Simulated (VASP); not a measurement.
Runs of VASP 6.6.1 on LiBeF3. Symmetry: Pm-3m, No. 221, cubic system. Conventional cell: a = 3.520 Å, b = 3.520 Å, c = 3.520 Å, α = 90.00°, β = 90.00°, γ = 90.00°. Li (site symmetry m-3m) is surrounded by 12 F at 2.49 Å. Be (site symmetry m-3m) is surrounded by 6 F at 1.76 Å. F (site symmetry 4/mmm) has 2 Be at 1.76 Å as nearest neighbours. The cell was built by a generator and needn't be a form met in nature.

```tsv
task	cell	k mesh	cutoff (eV)	gap on the mesh (eV)	pressure (GPa)	relaxed volume (Å³/atom)
single point	the structure that the rattled cell fell into	8 × 6 × 6	520	(a)	-	-
relaxation of cell and atoms	relaxed	6 × 6 × 6	600	7.54	0.0	8.52
single point	Pm-3m, 8.56 Å³/atom	6 × 6 × 6	520	7.51	-	-
relaxation of cell and atoms	relaxed from: the structure that the rattled cell fell into	8 × 6 × 6	600	7.54	0.0	11.70
```

Alike in all rows: level PBE; potentials or basis VASP PAW PBE potentials, release 64 (Li_sv, Be, F); no spin polarisation; smearing gaussian 0.02 eV.

Q: Fill in the values left out.

A: (a) 7.52.

Caveats: the cutoff is under 1.25 times the usual one of these potentials, so pressure, stress and relaxed cells hold a basis-set (Pulay) error.

A k mesh can miss the band edges.
